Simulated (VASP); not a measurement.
Crystal: Be2ZnO3.

```
Be Zn O
1.0
     2.87698   -3.00558    0.00000
     2.87698    3.00558    0.00000
     0.00000    0.00000    3.97399
Be Zn O
2 1 3
Direct
  0.20487 0.79513 0.00000
  0.79513 0.20487 0.00000
  0.50000 0.50000 0.00000
  0.00000 0.00000 0.50000
  0.50000 0.50000 0.50000
  0.00000 0.00000 0.00000
```

The cell was built by a generator and needn't be a form met in nature.

* Program: VASP 6.6.1
* Task: relaxation of cell and atoms
* Functional: PBE
* Potentials or basis: VASP PAW PBE potentials, release 64 (Be, Zn, O)
* Cutoff: 520 eV
* k mesh: 4 × 4 × 4
* Occupations: gaussian, width 0.15 eV
* Spin: no spin polarisation

At the start: pressure 35.0 GPa; volume 11.45 Å³/atom.

Task: How do energy, volume and symmetry change on relaxing?

Result: Over 8 steps the energy falls by 789.7 meV/atom and the volume is 13.32 Å³/atom (+16.3 %); space group Cmmm (No. 65, to 0.05 Å).

The path:
| step | energy change (eV) | largest force (eV/Å) | pressure (GPa) | volume (Å³) |
| --- | --- | --- | --- | --- |
| 1 | 0.0000 | 4.4277 | 34.97 | 68.73 |
| 2 | 0.2379 | 4.0707 | -16.52 | 91.99 |
| 3 | -3.1494 | 6.2250 | -1.45 | 78.68 |
| 4 | -3.1697 | 6.1893 | -0.65 | 78.23 |
| 5 | -4.5654 | 1.3345 | -4.30 | 82.16 |
| 6 | -4.5744 | 1.6788 | -4.26 | 81.79 |
| 7 | -4.5444 | 2.6971 | 5.93 | 78.06 |
| 8 | -4.7383 | 0.0277 | 0.29 | 79.92 |

Final structure:
```xyz
6
Lattice="2.8913 -3.7113 0.0000 2.8913 3.7113 0.0000 0.0000 0.0000 3.7241" Properties=species:S:1:pos:R:3 pbc="T T T"
Be    2.8913    2.2905    0.0000
Be    2.8913   -2.2905    0.0000
Zn    2.8913    0.0000    0.0000
O     0.0000    0.0000    1.8620
O     2.8913    0.0000    1.8620
O     0.0000    0.0000    0.0000
```

Caveat: the k mesh is coarse (spacing up to 0.40 Å⁻¹), so the values aren't converged; the volume moved by over 15 % at a fixed basis, so the end points are rough.
